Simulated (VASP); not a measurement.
An input for Ansatz (written as the equivalent of a VASP run, and not itself run):

Ansatz 0.2 input:
```yaml
crystal:
  lattice:
    - [-1.5971751, 1.5971751, 3.8994221]
    - [1.5971751, -1.5971751, 3.8994221]
    - [1.5971751, 1.5971751, -3.8994221]
  atoms:
    - { symbol: Si, position: [0.6657814, 0.6657814, 1.0000000] }
    - { symbol: Si, position: [0.3342186, 0.3342186, 1.0000000] }
    - { symbol: W, position: [0.0000000, 0.0000000, 0.0000000] }
kpoints:
  mp_grid: { grid: [12, 12, 12] }
hamiltonian:
  xc: pbe
  dispersion: d3bj
  pseudopotentials: { kind: paw }
scf:
  occupations: { method: methfessel_paxton, width: 0.1 }
  max_iter: 100
relax:
  max_steps: 60
  f_tol: 0.02
  cell: {}
output: { forces: true, stress: true, eigenvalues: true }
```

Translate this input to VASP (INCAR, KPOINTS, POSCAR, choice of POTCAR).

One answer among several that fit: 
INCAR:
```
# general
SYSTEM  = WSi2
PREC    = Accurate
ENCUT   = 520
LREAL   = F
LASPH   = T

# electronic loop
EDIFF   = 1E-6
NELM    = 100
ALGO    = Normal
LMAXMIX = 6

# smearing
ISMEAR  = 1
SIGMA   = 0.1

# functional
GGA     = PE
IVDW    = 12

# ions
IBRION  = 2
NSW     = 60
ISIF    = 3
EDIFFG  = -0.02

# output
LWAVE   = F
LCHARG  = F
```

### POSCAR
```
WSi2
1
   -1.5971751484     1.5971751484     3.8994220750
    1.5971751484    -1.5971751484     3.8994220750
    1.5971751484     1.5971751484    -3.8994220750
Si W
2 1
Direct
  0.6657814068   0.6657814068   1.0000000000
  0.3342185932   0.3342185932   1.0000000000
  0.0000000000   0.0000000000   0.0000000000
```

KPOINTS:
```
K-points
0
Gamma
12 12 12
0 0 0
```

POTCAR, in this order: Si W_sv (PBE.64 set). Program: vasp_std.

Limits of the translation: each code has its own PAW files, so the cut-off isn't converted (ENCUT is set for VASP's; basis.ecutwfc is left out, and Ansatz then takes the one that its files recommend); Ansatz stops its SCF on the density residual and VASP on the energy change (EDIFF).

The compound is WSi2 in the MoSi2 type structure. This run relaxes it. Symmetry was kept, so distortions that lower it aren't found. The start is the result of an earlier pass.
